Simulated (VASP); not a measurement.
**CrBr2: magnetic orders**

Aim: compare collinear orders of CrBr2. The start is a computed cell from the Materials Project.

Method: PBEsol, DFT+U (Cr d 3.5 eV), spin-polarised, from parallel moments; plane waves and PAW (Cr_pv, Br), in the first sound run; inputs show where later runs differ, in VASP 6.6.1.

## 1. Starting point

The structure is monoclinic, space group C2/m (No. 12). The conventional cell has a = 7.489 Å, b = 3.662 Å, c = 6.507 Å, α = 90.00°, β = 96.41°, γ = 90.00°. Cr has 6 Br at 2.55 to 3.20 Å nearest. Nearest to Br lie 3 Cr at 2.55 to 3.20 Å. Farther neighbours and most contacts between anions are not listed.

## 2. Magnetic order, 3 atoms, start order ferro

Each run starts from other signs of the moments at the same geometry and cutoff; gentle mixing helps it keep them. Any wave vector in a name is a fraction of the reciprocal vectors of the first cell as typed.

Contents of INCAR:

```
SYSTEM = CrBr2
PREC = Accurate
ENCUT = 350
EDIFF = 1E-06
NELM = 150
ISMEAR = -1
SIGMA = 0.05
LREAL = .FALSE.
ALGO = Normal
GGA = PS
NBANDS = 20
ISPIN = 2
MAGMOM = 3 0 0
LDAU = .TRUE.
LDAUTYPE = 2
LDAUL = 2 -1
LDAUU = 3.5 0
LDAUJ = 0 0
LDAUPRINT = 1
LASPH = .TRUE.
LMAXMIX = 4
LORBIT = 11
LWAVE = .FALSE.
LCHARG = .TRUE.
KPAR = 4
AMIX = 0.2
BMIX = 1E-04
AMIX_MAG = 0.8
BMIX_MAG = 1E-04
```

Contents of POSCAR:

```
CrBr2
1.0
    3.7446690000     -1.8310550000      0.0000000000
    3.7446690000      1.8310550000      0.0000000000
   -0.7268470000      0.0000000000      6.4659460000
Cr Br
1 2
Direct
    0.0000000000      0.0000000000      0.0000000000
    0.6457740000      0.6457740000      0.2332280000
    0.3542260000      0.3542260000      0.7667720000
```

Contents of KPOINTS:

```
Automatic mesh
0
Gamma
10 10 6
0 0 0
```

Potentials, in the order of the species: Cr_pv and Br (PBE family, release 64).

Started as:

```
$ mpirun -np 4 vasp_std
```

The program printed:

```text
[banner, memory and clock lines left out]
running    4 mpi-ranks, on    1 nodes
 distrk:  each k-point on    1 cores,    4 groups
 distr:  one band on    1 cores,    1 groups

 POSCAR found type information on POSCAR CrBr
 POSCAR found :  2 types and       3 ions
|                                                                             |
|               ----> ADVICE to this user running VASP <----                  |
|                                                                             |
|     You enforced a specific xc type in the INCAR file but a different       |
|     [... a line on the potential file left out ...]
|     I HOPE YOU KNOW WHAT YOU ARE DOING!                                     |
|                                                                             |

 LDA part: xc-table for (Slater+PW92), standard interpolation
 POSCAR, INCAR and KPOINTS ok, starting setup
 FFT: planning ... GRIDC
 FFT: planning ... GRID_SOFT
 FFT: planning ... GRID
 WAVECAR not read
 entering main loop
       N       E                     dE             d eps       ncg     rms          rms(c)
DAV:   1     0.146563628754E+03    0.14656E+03   -0.10724E+04 16488   0.832E+02
DAV:   2    -0.267631618123E+01   -0.14924E+03   -0.14396E+03 16072   0.240E+02
DAV:   3    -0.124935733960E+02   -0.98173E+01   -0.97399E+01 16272   0.632E+01
DAV:   4    -0.126558779356E+02   -0.16230E+00   -0.16215E+00 17572   0.826E+00
DAV:   5    -0.126604212350E+02   -0.45433E-02   -0.45428E-02 19108   0.119E+00    0.974E+00
DAV:   6    -0.139590855092E+02   -0.12987E+01   -0.31852E+00 16500   0.135E+01    0.692E+00
DAV:   7    -0.141631766388E+02   -0.20409E+00   -0.40207E-01 16448   0.421E+00    0.469E+00
DAV:   8    -0.141886095883E+02   -0.25433E-01   -0.83795E-02 17148   0.216E+00    0.282E+00
DAV:   9    -0.142164592182E+02   -0.27850E-01   -0.42230E-02 20152   0.162E+00    0.974E-01
DAV:  10    -0.142198983908E+02   -0.34392E-02   -0.42488E-03 15724   0.504E-01    0.687E-01
DAV:  11    -0.142202138546E+02   -0.31546E-03   -0.15796E-03 16404   0.200E-01    0.405E-01
DAV:  12    -0.142203562663E+02   -0.14241E-03   -0.90621E-04 17232   0.220E-01    0.115E-01
DAV:  13    -0.142203779563E+02   -0.21690E-04   -0.60877E-05 16624   0.515E-02    0.385E-02
DAV:  14    -0.142203665993E+02    0.11357E-04   -0.27853E-05 15948   0.262E-02    0.190E-02
DAV:  15    -0.142203682478E+02   -0.16485E-05   -0.59745E-06 16560   0.146E-02    0.702E-03
DAV:  16    -0.142203685707E+02   -0.32297E-06   -0.63249E-07  9516   0.635E-03
   1 F= -.14220369E+02 E0= -.14220369E+02  d E =-.743508E-09  mag=     4.0000
```

Elapsed: 2.6 min, on 4 MPI ranks of AMD EPYC 7R43, shared host; peak memory 1.5 GiB.

Lines that name or quote the potential files are left out of all logs, and their timing lines are given in words.

Parts of OUTCAR (step 2):

```text
ion  position               nearest neighbor table
   1  0.000  0.000  0.000-   2 2.55   2 2.55   3 2.55   3 2.55
   2  0.646  0.646  0.233-   1 2.55   1 2.55
   3  0.354  0.354  0.767-   1 2.55   1 2.55

  LATTYP: Found a base centered monoclinic cell.
 ALAT       =     7.4893380000
 B/A-ratio  =     0.4889764623
 C/A-ratio  =     0.8687911734
 COS(beta)  =    -0.1117079729

 Subroutine GETGRP returns: Found  4 space group operations
 (whereof  4 operations were pure point group operations)

The static configuration has the point symmetry C_2h.

 Found    172 irreducible k-points:

   k-points           NKPTS =    172   k-points in BZ     NKDIM =    172   number of bands    NBANDS=     20

   dimension x,y,z NGX =    28 NGY =   28 NGZ =   40
   dimension x,y,z NGXF=    56 NGYF=   56 NGZF=   80

   ENCUT  =  350.0 eV  25.72 Ry    5.07 a.u.   6.36  6.36  9.93*2*pi/ulx,y,z

   NELECT =      26.0000    total number of electrons

 k-points in reciprocal lattice and weights: Automatic mesh
   0.00000000  0.00000000  0.00000000       0.002
   0.10000000 -0.00000000  0.00000000       0.007
   0.20000000 -0.00000000  0.00000000       0.007
   0.30000000 -0.00000000  0.00000000       0.007
   0.40000000 -0.00000000  0.00000000       0.007
   0.50000000  0.00000000  0.00000000       0.003
   0.10000000  0.10000000  0.00000000       0.003
   0.20000000  0.10000000  0.00000000       0.007
   0.30000000  0.10000000  0.00000000       0.007
[...]
-0.40000000  0.40000000  0.50000000       0.003
   0.50000000  0.50000000  0.50000000       0.002

atom =   1  type =  1  l = 2

 onsite density matrix

spin component  1

  0.7341 -0.2970  0.0000  0.0000  0.0000
 -0.2970  0.4309  0.0000  0.0000  0.0000
  0.0000  0.0000  0.9188  0.0012  0.0003
  0.0000  0.0000  0.0012  0.9186 -0.0004
  0.0000  0.0000  0.0003 -0.0004  0.9184

spin component  2

  0.0426  0.0485  0.0000  0.0000  0.0000
  0.0485  0.0910  0.0000  0.0000  0.0000
  0.0000  0.0000  0.0144  0.0030  0.0016
  0.0000  0.0000  0.0030  0.0230 -0.0081
  0.0000  0.0000  0.0016 -0.0081  0.0238

 occupancies and eigenvectors

  o =  0.0115  v =  0.0000  0.0000  0.0000  0.0000  0.0000  0.0000  0.0000  0.7538 -0.4997 -0.4267      0.0000  0.0000  0.0000  0.0000  0.0000  0.0000  0.0000  0.0000  0.0000  0.0000
  o =  0.0126  v =  0.0000  0.0000  0.0000  0.0000  0.0000 -0.8504  0.5262  0.0000  0.0000  0.0000      0.0000  0.0000  0.0000  0.0000  0.0000  0.0000  0.0000  0.0000  0.0000  0.0000
  o =  0.0181  v =  0.0000  0.0000  0.0000  0.0000  0.0000  0.0000  0.0000  0.6547  0.5153  0.5530      0.0000  0.0000  0.0000  0.0000  0.0000  0.0000  0.0000  0.0000  0.0000  0.0000
  o =  0.0316  v =  0.0000  0.0000  0.0000  0.0000  0.0000  0.0000  0.0000 -0.0564 -0.6962  0.7156      0.0000  0.0000  0.0000  0.0000  0.0000  0.0000  0.0000  0.0000  0.0000  0.0000
  o =  0.1210  v =  0.0000  0.0000  0.0000  0.0000  0.0000  0.5262  0.8504  0.0000  0.0000  0.0000      0.0000  0.0000  0.0000  0.0000  0.0000  0.0000  0.0000  0.0000  0.0000  0.0000
  o =  0.2491  v = -0.5222 -0.8528  0.0000  0.0000  0.0000  0.0000  0.0000  0.0000  0.0000  0.0000      0.0000  0.0000  0.0000  0.0000  0.0000  0.0000  0.0000  0.0000  0.0000  0.0000
  o =  0.9160  v = -0.8528  0.5222  0.0000  0.0000  0.0000  0.0000  0.0000  0.0000  0.0000  0.0000      0.0000  0.0000  0.0000  0.0000  0.0000  0.0000  0.0000  0.0000  0.0000  0.0000
  o =  0.9173  v =  0.0000  0.0000 -0.6074  0.6751  0.4188  0.0000  0.0000  0.0000  0.0000  0.0000      0.0000  0.0000  0.0000  0.0000  0.0000  0.0000  0.0000  0.0000  0.0000  0.0000
  o =  0.9186  v =  0.0000  0.0000  0.3028 -0.2906  0.9077  0.0000  0.0000  0.0000  0.0000  0.0000      0.0000  0.0000  0.0000  0.0000  0.0000  0.0000  0.0000  0.0000  0.0000  0.0000
  o =  0.9199  v =  0.0000  0.0000 -0.7344 -0.6781  0.0279  0.0000  0.0000  0.0000  0.0000  0.0000      0.0000  0.0000  0.0000  0.0000  0.0000  0.0000  0.0000  0.0000  0.0000  0.0000

 average (electrostatic) potential at core
       1 -73.6388       2 -63.9985       3 -63.9985

 E-fermi :   2.0088

 spin component 1
 k-point     1 :       0.0000    0.0000    0.0000
  band No.  band energies     occupation
    ...
     11      -0.3004      1.00000
     12      -0.2911      1.00000
     13      -0.2032      1.00000
     14      -0.1992      1.00000
     15       1.0278      1.00000
     16       3.4341      0.00000
     17       4.4147      0.00000
     18       5.6864      0.00000
     19       8.0536      0.00000
     20       8.3965      0.00000

 k-point     2 :       0.1000   -0.0000    0.0000
  band No.  band energies     occupation
    ...
     11      -0.3668      1.00000
     12      -0.2524      1.00000
     13      -0.2091      1.00000
     14       0.0820      1.00000
     15       0.9447      1.00000
     16       3.2900      0.00000
     17       4.8531      0.00000
     18       6.0142      0.00000
     19       8.0538      0.00000
     20       8.7210      0.00000

 k-point     3 :       0.2000   -0.0000    0.0000
  band No.  band energies     occupation
    ...
     11      -0.5383      1.00000
     12      -0.3035      1.00000
     13      -0.1839      1.00000
     14       0.2850      1.00000
     15       0.8197      1.00000
     16       3.1733      0.00000
     17       5.7619      0.00000
     18       6.5614      0.00000
     19       8.0543      0.00000
     20       8.4367      0.00000

 k-point     4 :       0.3000   -0.0000    0.0000
  band No.  band energies     occupation
    ...
     11      -0.8651      1.00000
     12      -0.3448      1.00000
     13      -0.2413      1.00000
     14       0.1458      1.00000
     15       0.9025      1.00000
     16       3.2602      0.00000
     17       6.3438      0.00000
     18       6.5344      0.00000
     19       8.0539      0.00000
     20       8.1437      0.00000

 k-point     5 :       0.4000   -0.0000    0.0000
  band No.  band energies     occupation
    ...
     11      -1.0580      1.00000
     12      -0.4725      1.00000
     13      -0.3587      1.00000
     14      -0.0635      1.00000
     15       1.0223      1.00000
     16       3.3969      0.00000
     17       6.1275      0.00000
     18       6.2673      0.00000
     19       8.0486      0.00000
     20       8.0624      0.00000

 k-point     6 :       0.5000    0.0000    0.0000
  band No.  band energies     occupation
    ...
     11      -0.9658      1.00000
     12      -0.5785      1.00000
     13      -0.4853      1.00000
     14      -0.1236      1.00000
     15       1.0658      1.00000
     16       3.4529      0.00000
     17       5.9752      0.00000
     18       6.1351      0.00000
     19       7.9542      0.00000
     20       8.0544      0.00000

  Total       -0.7481971     -0.3414919     -0.2635592      0.0000000      0.0000000      0.2647277
  in kB      -13.5191605     -6.1704115     -4.7622458      0.0000000      0.0000000      4.7833593
  external PRESSURE =      -8.1506059 kB  Pullay stress =       0.0000000 kB

  energy-cutoff  :      350.00
  volume of cell :       88.67
      direct lattice vectors                 reciprocal lattice vectors
     3.744669000 -1.831055000  0.000000000     0.133523150 -0.273066620  0.015009544
     3.744669000  1.831055000  0.000000000     0.133523150  0.273066620  0.015009544
    -0.726847000  0.000000000  6.465946000     0.000000000  0.000000000  0.154656411

 POSITION                                       TOTAL-FORCE (eV/Angst)
 -----------------------------------------------------------------------------------
      0.00000      0.00000      0.00000         0.000000      0.000000      0.000000
      4.66690      0.00000      1.50804         0.087435      0.000000     -0.053587
      2.09559      0.00000      4.95791        -0.087435      0.000000      0.053587
 -----------------------------------------------------------------------------------
    total drift:                               -0.000000      0.000000     -0.000000

  FREE ENERGIE OF THE ION-ELECTRON SYSTEM (eV)
  ---------------------------------------------------
  free  energy   TOTEN  =       -14.2203685707 eV

  energy  without entropy=      -14.2203685700  energy(sigma->0) =      -14.22036857

 total charge
# of ion       s       p       d       tot
------------------------------------------
    1        0.219   6.156   4.095  10.470
    2        1.602   3.244   0.018   4.864
    3        1.602   3.244   0.018   4.864
--------------------------------------------------
tot          3.424  12.644   4.131  20.199

 magnetization (x)
# of ion       s       p       d       tot
------------------------------------------
    1        0.060   0.027   3.714   3.800
    2       -0.001  -0.048   0.007  -0.042
    3       -0.001  -0.048   0.007  -0.042
--------------------------------------------------
tot          0.058  -0.069   3.728   3.717

[... 6 further parts left out ...]
```

The cell holds one magnetic atom, so no antiferromagnetic order fits into it. The gap is read on the k-mesh alone, so it is an upper bound where the band edges lie off the mesh. The PAW data sets were made with PBE, which is usual practice but a small mismatch for other functionals.

Numbers from this step:

```
electronic cycles                                 : 16
electrons                                         : 26
free energy (TOTEN)                               : -14.22 eV
Fermi energy                                      : 2.009 eV
moment of the cell, from the last line of the log : 4 μB
metallic                                          : no
gap on the k-mesh                                 : 1.867 eV
least direct gap on the k-mesh                    : 2.011 eV
```

Spin moment in the PAW sphere by atom:

| atom | spin moment in the PAW sphere (μB) |
| --- | --- |
| Cr1 | 3.80 |
| Br2 | -0.04 |
| Br3 | -0.04 |

Force by atom:

| atom | x (eV/Å) | y (eV/Å) | z (eV/Å) | size |
| --- | --- | --- | --- | --- |
| Cr1 | 0.000 | 0.000 | 0.000 | 0.000 |
| Br2 | 0.087 | 0.000 | -0.054 | 0.103 |
| Br3 | -0.087 | 0.000 | 0.054 | 0.103 |

Spin density in the ac plane of the conventional cell at fractional y = 0.000, with atoms of Cr and Br within 0.2 Å of it.

Ten even steps from '0' (0.0 e/Å³) to '9' (4.2 e/Å³), each cell a mean:
```
841000000000000000026
210000000000000000012
000000000000000000000
000000000000000000000
000000000000000000000
000000000000000000000
000000000000000000000
000000000000000000000
000000000000000000000
000000000000000000000
000000000000000000000
000000000000000000000
000000000000000000000
000000000000000000000
000000000000000000000
100000000000000000000
530000000000000000014
951000000000000000028
```
Columns run along a (7.5 Å), rows up along c (6.5 Å), edges of the conventional cell, whose origin can differ from the input's. Atoms in or near the plane, at fractional coordinates: Cr at (0.00, 0.00), Br at (0.65, 0.23), Br at (0.35, 0.77).

Valence density in the ac plane of the conventional cell at fractional y = 0.000, with atoms of Cr and Br within 0.2 Å of it. It is the smooth field of the valence electrons, not physical close to the nuclei.

Ten steps, logarithmic in the rise over the least value, from '_' (0 e/Å³) to '@' (11 e/Å³), each cell a mean:
```
@@%%==--::::----------::::::::::::::==##@@
##++--::----========--::::::::::::::--++##
----::::--==++++++++==--::::::::::::----==
::::::::--++++::==++==--::::::::::::::::::
::::::::--++++::==++==--::::::::::::::::::
::::::::--==++++++==--::::::::::::::::::::
::::::::----======--::::::::::::::::::::::
::::::::::--------::::::::::::::::::::::::
::::::::::::::::::::::::::::::::::::::::::
::::::::::::::::::::::::::::::::::::::::::
::::::::::::::::::::::::----==----::::::::
::::::::::::::::::::::--==++++==--::::::::
::::::::::::::::::::--==++==++++==--::::::
::::::::::::::::::::--++++__--++==--::::::
----::::::::::::::::--++++====++==--::::::
++==--::::::::::::::--==++++++==--::::--==
%%##==--::::::::::::----======----::--++%%
@@%%++--::::::::::::::--------::::::==##@@
```
Columns run along a (7.5 Å), rows up along c (6.5 Å), edges of the conventional cell, whose origin can differ from the input's. Atoms in or near the plane, at fractional coordinates: Cr at (0.00, 0.00), Br at (0.65, 0.23), Br at (0.35, 0.77).

The largest moment at the end is 3.80 μB, and the moments of the cell sum to 4.00 μB.

(Part 1 of 3 ends here.)

[Lines on the potential files, build, host, timing and source positions are cut from VASP's logs without a mark.]

[Logs are printed without paths, hosts, clocks, repeated set-up lines and the standing remarks that a program may print on its own settings, such as how far it seeks lower states.]

[Hosts, paths, dates, database ids (printed as entryN), source tags and the programs' standing remarks are cut or masked in the printed files.]

[Runs that stopped without an error message from VASP are left out.]
